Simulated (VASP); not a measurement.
Output of a VASP run:

File OSZICAR:
```
...
DAV:   5    -0.130959412753E+01   -0.73504E-04   -0.78333E-04  1565   0.248E-01    0.169E-02
DAV:   6    -0.130960821337E+01   -0.14086E-04   -0.11550E-04  1642   0.916E-02    0.507E-03
DAV:   7    -0.130962387072E+01   -0.15657E-04   -0.19332E-05  1720   0.428E-02    0.321E-03
DAV:   8    -0.130962040768E+01    0.34630E-05   -0.18546E-06  1864   0.130E-02    0.141E-03
DAV:   9    -0.130962073608E+01   -0.32840E-06   -0.77032E-07  1621   0.814E-03    0.841E-04
DAV:  10    -0.130962046290E+01    0.27318E-06   -0.45181E-07  1512   0.614E-03    0.285E-04
DAV:  11    -0.130962046758E+01   -0.46794E-08   -0.40106E-08   940   0.248E-03
   2 F= -.13096205E+01 E0= -.13094319E+01  d E =-.191313E-02
       N       E                     dE             d eps       ncg     rms          rms(c)
DAV:   1    -0.131021985356E+01   -0.59939E-03   -0.15006E-01  1502   0.291E+00    0.192E-01
DAV:   2    -0.130985446094E+01    0.36539E-03   -0.82508E-03  1798   0.783E-01    0.115E-01
DAV:   3    -0.130974530729E+01    0.10915E-03   -0.13540E-03  1993   0.409E-01    0.328E-02
DAV:   4    -0.130982499005E+01   -0.79683E-04   -0.43773E-04  1874   0.198E-01    0.768E-03
DAV:   5    -0.130984264927E+01   -0.17659E-04   -0.20435E-04  1572   0.127E-01    0.866E-03
DAV:   6    -0.130984658880E+01   -0.39395E-05   -0.31046E-05  1600   0.476E-02    0.257E-03
DAV:   7    -0.130985077032E+01   -0.41815E-05   -0.52647E-06  1762   0.224E-02    0.163E-03
DAV:   8    -0.130984980249E+01    0.96783E-06   -0.47036E-07  1676   0.637E-03    0.705E-04
DAV:   9    -0.130984989492E+01   -0.92430E-07   -0.22780E-07  1188   0.452E-03
   3 F= -.13098499E+01 E0= -.13096517E+01  d E =-.214256E-02
       N       E                     dE             d eps       ncg     rms          rms(c)
DAV:   1    -0.130985801755E+01   -0.82151E-05   -0.70192E-02  1488   0.197E+00    0.119E-01
DAV:   2    -0.130996362414E+01   -0.10561E-03   -0.32710E-03  1775   0.507E-01    0.717E-02
DAV:   3    -0.131000043995E+01   -0.36816E-04   -0.67455E-04  1636   0.253E-01    0.250E-02
DAV:   4    -0.131003933889E+01   -0.38899E-04   -0.23344E-04  1502   0.130E-01    0.419E-03
DAV:   5    -0.131006054496E+01   -0.21206E-04   -0.84684E-05  1537   0.764E-02    0.332E-03
DAV:   6    -0.131006529312E+01   -0.47482E-05   -0.68916E-06  1719   0.222E-02    0.146E-03
DAV:   7    -0.131006610552E+01   -0.81239E-06   -0.97935E-07  1664   0.975E-03    0.483E-04
DAV:   8    -0.131006590228E+01    0.20324E-06   -0.13641E-07  1104   0.331E-03    0.403E-04
DAV:   9    -0.131006588135E+01    0.20927E-07   -0.66634E-08   975   0.276E-03
   4 F= -.13100659E+01 E0= -.13098552E+01  d E =-.215986E-03
       N       E                     dE             d eps       ncg     rms          rms(c)
DAV:   1    -0.131001774550E+01    0.48157E-04   -0.29699E-02  1488   0.128E+00    0.777E-02
DAV:   2    -0.131006136583E+01   -0.43620E-04   -0.13807E-03  1754   0.329E-01    0.466E-02
DAV:   3    -0.131007668796E+01   -0.15322E-04   -0.28511E-04  1637   0.165E-01    0.162E-02
DAV:   4    -0.131009288698E+01   -0.16199E-04   -0.98944E-05  1502   0.847E-02    0.274E-03
DAV:   5    -0.131010181761E+01   -0.89306E-05   -0.36045E-05  1551   0.498E-02    0.216E-03
DAV:   6    -0.131010370055E+01   -0.18829E-05   -0.28132E-06  1733   0.141E-02    0.985E-04
DAV:   7    -0.131010405858E+01   -0.35802E-06   -0.44930E-07  1621   0.655E-03    0.307E-04
DAV:   8    -0.131010397825E+01    0.80327E-07   -0.48521E-08   968   0.195E-03
   5 F= -.13101040E+01 E0= -.13098852E+01  d E =-.254083E-03
```

File OUTCAR:
```
------------------------ aborting loop because EDIFF is reached ----------------------------------------
  FORCE on cell =-STRESS in cart. coord.  units (eV):
  Direction    XX          YY          ZZ          XY          YZ          ZX
  --------------------------------------------------------------------------------------
  Total        2.2557266      2.2557266      2.2507196      0.0000000      0.0000000      0.0000000
  in kB       43.4465504     43.4465504     43.3501124      0.0000000      0.0000000      0.0000000
  external PRESSURE =      43.4144044 kB  Pullay stress =       0.0000000 kB
  volume of cell :       83.18
      direct lattice vectors                 reciprocal lattice vectors
     4.935951069 -0.000000000  0.000000000     0.202595201 -0.000000000  0.000000000
     0.000000000  4.935951069  0.000000000     0.000000000  0.202595201  0.000000000
     0.000000000  0.000000000  3.414287185     0.000000000  0.000000000  0.292886903
 POSITION                                       TOTAL-FORCE (eV/Angst)
 -----------------------------------------------------------------------------------
      0.00000      0.00000      0.00000        -0.000000     -0.000000      0.000000
      2.46798      2.46798      1.70714        -0.000000     -0.000000      0.000000
      1.51582      1.51582      0.00000         0.000410      0.000410      0.000000
      3.98379      0.95216      1.70714         0.000410     -0.000410      0.000000
      0.95216      3.98379      1.70714        -0.000410      0.000410      0.000000
      3.42013      3.42013      0.00000        -0.000410     -0.000410      0.000000
 -----------------------------------------------------------------------------------
    total drift:                                0.000000      0.000000     -0.000000
  FREE ENERGIE OF THE ION-ELECTRON SYSTEM (eV)
  ---------------------------------------------------
  free  energy   TOTEN  =        -1.3101039782 eV

  energy  without entropy=       -1.3096663712  energy(sigma->0) =       -1.30988517

 reached required accuracy - stopping structural energy minimisation
```
(Selected blocks of OUTCAR.)

### POSCAR
```
PbO2
1
    4.9530203377     0.0000000000     0.0000000000
    0.0000000000     4.9530203377     0.0000000000
    0.0000000000     0.0000000000     3.3907948679
Pb O
2 4
Direct
  0.0000000000   0.0000000000   0.0000000000
  0.5000000000   0.5000000000   0.5000000000
  0.3073671282   0.3073671282   0.0000000000
  0.8073671282   0.1926328718   0.5000000000
  0.1926328718   0.8073671282   0.5000000000
  0.6926328718   0.6926328718   0.0000000000
```

Q: Reconstruct the remaining input files.

A: This is not unique; one that fits is the input of the run itself, MS2 meta-GGA, plane waves, VASP's PBE PAW potentials (set 64).

### KPOINTS
```
Automatic mesh
0
gamma
 5 5 7
```

INCAR:
```
SYSTEM=PbO2
PREC=Accurate; ENCUT=520; LREAL=.FALSE.
LASPH=.TRUE.
EDIFF=1E-7; NELM=100; ALGO=Normal
LMAXMIX=4; LMIXTAU=.TRUE.
ISMEAR=0; SIGMA=0.05
METAGGA=MS2
IBRION=2; NSW=30; ISIF=4
EDIFFG=-0.01
LWAVE=.FALSE.; LCHARG=.FALSE.
```

POTCAR, in this order: Pb_d O (PBE.64 set). Program: vasp_std.

The compound is PbO2 in the rutile structure. This cell is one point of a volume scan, at 0.97 of the reference volume. Symmetry was kept, so distortions that lower it aren't found.
